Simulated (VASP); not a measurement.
Output of a VASP run:

### OSZICAR
```
       N       E                     dE             d eps       ncg     rms          rms(c)
DAV:   1     0.438537011930E+02    0.43854E+02   -0.58805E+03   248   0.830E+02
DAV:   2    -0.133340402858E+02   -0.57188E+02   -0.53319E+02   328   0.202E+02
DAV:   3    -0.168128737365E+02   -0.34788E+01   -0.34678E+01   380   0.389E+01
DAV:   4    -0.168615187965E+02   -0.48645E-01   -0.47763E-01   328   0.467E+00
DAV:   5    -0.168627531667E+02   -0.12344E-02   -0.12340E-02   328   0.550E-01    0.270E+01
DAV:   6    -0.161247276643E+02    0.73803E+00   -0.18319E+00   272   0.841E+00    0.198E+01
DAV:   7    -0.160672022976E+02    0.57525E-01   -0.65800E-01   372   0.521E+00    0.641E+00
DAV:   8    -0.160555396788E+02    0.11663E-01   -0.11027E-01   272   0.226E+00    0.584E-01
DAV:   9    -0.160549774538E+02    0.56222E-03   -0.74868E-03   308   0.596E-01    0.225E-01
DAV:  10    -0.160549540211E+02    0.23433E-04   -0.31844E-04   372   0.153E-01    0.113E-01
DAV:  11    -0.160549480953E+02    0.59257E-05   -0.13809E-04   304   0.880E-02    0.601E-02
DAV:  12    -0.160549454517E+02    0.26436E-05   -0.14966E-05   288   0.321E-02    0.142E-02
DAV:  13    -0.160549455596E+02   -0.10786E-06   -0.35457E-07   208   0.568E-03
   1 F= -.16054946E+02 E0= -.16036966E+02  d E =-.359590E-01
```

### OUTCAR
```
------------------------ aborting loop because EDIFF is reached ----------------------------------------
  FORCE on cell =-STRESS in cart. coord.  units (eV):
  Direction    XX          YY          ZZ          XY          YZ          ZX
  --------------------------------------------------------------------------------------
  Total       -1.0303144     -1.0303144     -1.0303144      0.0000000      0.0000000      0.0000000
  in kB      -39.9635652    -39.9635652    -39.9635652      0.0000000      0.0000000      0.0000000
  external PRESSURE =     -39.9635652 kB  Pullay stress =       0.0000000 kB
  volume of cell :       41.31
      direct lattice vectors                 reciprocal lattice vectors
     0.000000000  2.743650000  2.743650000    -0.182238988  0.182238988  0.182238988
     2.743650000  0.000000000  2.743650000     0.182238988 -0.182238988  0.182238988
     2.743650000  2.743650000  0.000000000     0.182238988  0.182238988 -0.182238988
 POSITION                                       TOTAL-FORCE (eV/Angst)
 -----------------------------------------------------------------------------------
      2.74365      2.74365      2.74365        -0.000000     -0.000000     -0.000000
      0.00000      0.00000      0.00000         0.000000      0.000000      0.000000
 -----------------------------------------------------------------------------------
    total drift:                                0.000000     -0.000000      0.000000
  FREE ENERGIE OF THE ION-ELECTRON SYSTEM (eV)
  ---------------------------------------------------
  free  energy   TOTEN  =       -16.0549455596 eV

  energy  without entropy=      -16.0189865631  energy(sigma->0) =      -16.03696606
```
(Selected blocks of OUTCAR.)

POSCAR:
```
YS
1
    0.0000000000     2.7436500000     2.7436500000
    2.7436500000     0.0000000000     2.7436500000
    2.7436500000     2.7436500000     0.0000000000
Y S
1 1
Direct
  0.5000000000   0.5000000000   0.5000000000
  0.0000000000   0.0000000000   0.0000000000
```

Q: Reconstruct the remaining input files.

A: Several could match; the one computed here: the input of the run itself, LDA (Ceperley-Alder, Perdew-Zunger), plane waves, VASP's LDA PAW potentials (set 64).

**INCAR**
```
# general
SYSTEM  = YS
PREC    = Accurate
ENCUT   = 300
LREAL   = .FALSE.
LASPH   = .TRUE.

# electronic loop
EDIFF   = 1E-6
NELM    = 100
ALGO    = Normal
LMAXMIX = 4

# smearing
ISMEAR  = -1
SIGMA   = 0.1

# ions
ISIF    = 2

# output
LWAVE   = .FALSE.
LCHARG  = .FALSE.
```

### KPOINTS
```
Automatic mesh
0
Gamma
5 5 5
0 0 0
```

POTCAR, in this order: Y_sv S (LDA.64 set). Program: vasp_std.

At this cut-off the stress carries a Pulay error, which pulls relaxed volumes low.

The structure comes from a measured YS entry (Fm-3m) of the Crystallography Open Database, whose conditions weren't checked. The cell was not relaxed at this level. The k-mesh is coarse (spacing up to 0.40 per Å, 2π included), so the numbers may not be converged in it. The electron count is odd and the run is not spin-polarised, which forces a metal.
